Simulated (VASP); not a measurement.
Crystal: Sn.

```xyz
2
Lattice="0.0000 3.2333 3.2333 3.2333 0.0000 3.2333 3.2333 3.2333 0.0000" Properties=species:S:1:pos:R:3 pbc="T T T"
Sn    0.0000    0.0000    0.0000
Sn    1.6167    1.6167    1.6167
```

This isn't the form of Sn at room conditions, which is tetragonal (white tin).

Base run:

* Program: VASP 6.6.1
* Functional: PBE
* Potentials or basis: VASP PAW PBE potentials, release 64 (Sn_d)
* Cutoff: 520 eV
* k mesh: 6 × 6 × 6
* Occupations: gaussian, width 0.02 eV
* Spin: no spin polarisation

Its results: band gap on the k mesh none (metal or under the smearing width); pressure 3.8 GPa.

The run is repeated on the same cell with these changes: k mesh from 6 × 6 × 6 to 4 × 4 × 4. What comes out?

Band gap on the k mesh none (metal or under the smearing width); pressure 4.5 GPa.

Caveats: some runs use coarse meshes.
